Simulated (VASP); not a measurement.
Data:

```
CELL_PARAMETERS angstrom
      1.73000    -2.99645     0.00000
      1.73000     2.99645     0.00000
      0.00000     0.00000     5.52000
ATOMIC_POSITIONS crystal
  Tl 0.33333 0.66667 0.25000
  Tl 0.66667 0.33333 0.75000
```

The numbers are results of rev-vdW-DF2, VASP's PBE PAW potentials (set 64) (plane waves; VASP), not measurements. Run with 520 eV cut-off, 11×11×6 Γ-centred mesh, first-order Methfessel-Paxton smearing of 0.10 eV, potentials Tl_d.

Energy and stress use the plane-wave basis of the starting cell.

The ions, cell shape and volume are relaxed. Predict the relaxed structure.

```
CELL_PARAMETERS angstrom
      1.76404    -3.05540     0.00000
      1.76404     3.05540     0.00000
      0.00000     0.00000     5.56841
ATOMIC_POSITIONS crystal
  Tl 0.33333 0.66667 0.25000
  Tl 0.66667 0.33333 0.75000
```
Space group P6_3/mmc (194), at a tolerance of 0.03 Å.

How do energy and volume change from the first to the last step?

The energy (σ→0) changes by -6.3 meV/atom and the volume by +4.9 %, in 7 ionic steps.

The compound is Tl in the hcp structure. This run relaxes it. Symmetry was kept, so distortions that lower it aren't found.
